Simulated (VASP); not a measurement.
Runs of VASP 6.6.1 on Co. The structure is hexagonal, space group P6_3/mmc (No. 194). Conventional cell: a = 2.507 Å, b = 2.507 Å, c = 4.070 Å, α = 90.00°, β = 90.00°, γ = 120.00°. Co (site symmetry -6m2) is surrounded by 12 Co at 2.50 to 2.51 Å. 

```tsv
task	level	potentials or basis	spin	cell	k mesh	cutoff (eV)	mesh quality	gap on the mesh (eV)	pressure (GPa)	moment (μB)	relaxed volume (Å³/atom)
relaxation of cell and atoms	LDA	VASP PAW LDA potentials, release 64 (Co)	collinear, ferromagnetic start	relaxed	21 × 21 × 10	600	not flagged	none	0.0	2.99	(c)
relaxation of cell and atoms	PBEsol	VASP PAW PBE potentials, release 64 (Co)	off	relaxed	21 × 21 × 10	600	not flagged	none	0.0	-	9.86
relaxation of cell and atoms	RPBE	VASP PAW PBE potentials, release 64 (Co)	collinear, ferromagnetic start	relaxed	21 × 21 × 10	600	not flagged	none	0.0	3.28	11.15
relaxation of cell and atoms	PBEsol	VASP PAW PBE potentials, release 64 (Co)	collinear, ferromagnetic start	relaxed	21 × 21 × 10	480	not flagged	none	0.1	(b)	10.32
relaxation of cell and atoms	PBEsol	VASP PAW PBE potentials, release 64 (Co)	collinear, ferromagnetic start	relaxed	21 × 21 × 10	600	not flagged	none	0.1	3.10	10.32
relaxation of cell and atoms	PBEsol	VASP PAW PBE potentials, release 64 (Co)	collinear, ferromagnetic start	relaxed	9 × 9 × 4	600	coarse	none	0.0	2.99	10.28
relaxation of cell and atoms	PBEsol	VASP PAW PBE potentials, release 64 (Co)	collinear, ferromagnetic start	relaxed	21 × 21 × 10	580	not flagged	none	0.1	3.10	10.32
single point	PBEsol	VASP PAW PBE potentials, release 64 (Co)	collinear, ferromagnetic start	as given	21 × 21 × 10	520	not flagged	none	-14.2	(a)	-
```

Alike in all rows: smearing gaussian 0.1 eV.

Problem. Estimate the missing entries.

Solution. (a) 3.24; (b) 3.11; (c) 9.97.

Caveats: some runs use coarse meshes; the PAW data sets were made with another functional, which shifts forces and pressure a little (some runs).

A gap of «none» marks a metal or a gap under the smearing width.

Runs at the PBE level aren't shown here.
